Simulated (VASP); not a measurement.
Input:

```
Li2O
1.0
    0.00000     2.29153     2.29153
    2.29153     0.00000     2.29153
    2.29153     2.29153     0.00000
Li O
2 1
Direct
  0.25000   0.25000   0.25000
  0.75000   0.75000   0.75000
  0.00000   0.00000   0.00000
```

Method: PBEsol GGA, VASP's PBE PAW potentials (set 64) (plane waves; VASP 6.6.1). Settings: 620 eV cut-off, 8×8×8 Γ-centred mesh, Gaussian smearing of 0.050 eV, potentials Li_sv O.

Energy and stress use the plane-wave basis of the starting cell.

Question: The ions, cell shape and volume at an external pressure of 5.0 GPa are relaxed. Predict the relaxed structure.

Answer: 
```
Li2O
1.0
    0.00000     2.24926     2.24926
    2.24926     0.00000     2.24926
    2.24926     2.24926     0.00000
Li O
2 1
Cartesian
  1.12463   1.12463   1.12463
  3.37389   3.37389   3.37389
  0.00000   0.00000   0.00000
```
Space group Fm-3m (225), at a tolerance of 0.03 Å.

Question: How do energy and volume change from the first to the last step?

Answer: The energy (σ→0) changes by +6.1 meV/atom and the volume by -5.4 %, in 3 ionic steps.

```
step  E(σ→0) (eV)  max force (eV/Å)  pressure (GPa)  volume (Å³)
----  -----------  ----------------  --------------  -----------
1        -14.7517             0.000           -0.27        24.07
2        -14.7436             0.000            3.21        23.16
3        -14.7335             0.000            4.91        22.76
```

The compound is Li2O in the antifluorite structure. This run relaxes it under an external pressure of 5 GPa. Symmetry was kept, so distortions that lower it aren't found.
